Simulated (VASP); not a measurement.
## BeZn3Se4 (ordered alloy cell): computed properties

These are PBEsol GGA, VASP's PBE PAW potentials (set 64) (plane waves; VASP) values and carry that method's errors.

- space group = P-43m (215)
- cell = a = 5.5087 Å, b = 5.5087 Å, c = 5.5087 Å, α = 90.00°, β = 90.00°, γ = 90.00°
- volume per atom = 20.90 Å^3/atom
- band gap (over mesh and band path) = 1.86 eV
- smallest direct gap (over mesh and band path) = 1.86 eV
- band-edge character = direct, Γ to Γ
- density = 5.18 g/cm³

```
CELL_PARAMETERS angstrom
      5.50870     0.00000     0.00000
      0.00000     5.50870     0.00000
      0.00000     0.00000     5.50870
ATOMIC_POSITIONS crystal
  Zn 0.00000 0.00000 0.00000
  Zn 0.50000 0.50000 0.00000
  Zn 0.50000 0.00000 0.50000
  Se 0.23632 0.26368 0.26368
  Se 0.76368 0.73632 0.26368
  Se 0.76368 0.26368 0.73632
  Se 0.23632 0.73632 0.73632
  Be 0.00000 0.50000 0.50000
```

The structure was generated: BeZn3Se4 was put into an ordered model structure (P-43m), which need not be its known phase. It was relaxed first. Symmetry was kept, so distortions that lower it aren't found.
